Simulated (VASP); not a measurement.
Consider the following.

```
CELL_PARAMETERS angstrom
      0.00000     2.04097     2.04097
      2.04097     0.00000     2.04097
      2.04097     2.04097     0.00000
ATOMIC_POSITIONS crystal
  Al 0.00000 0.00000 0.00000
```

All values below come from PW91 GGA, VASP's PBE PAW potentials (set 64) (plane waves; VASP 6.6.1). Run with 520 eV cut-off, 15×15×15 Γ-centred mesh, first-order Methfessel-Paxton smearing of 0.10 eV, potentials Al.

Problem. Give the stress tensor in GPa (positive for a compressed cell).

Solution. 
```
-1.86   0.00   0.00
 0.00  -1.86   0.00
 0.00   0.00  -1.86
```
The pressure is its mean diagonal, -1.86 GPa.

The compound is Al in the fcc structure. This cell is one point of a volume scan, at 1.03 of the reference volume.
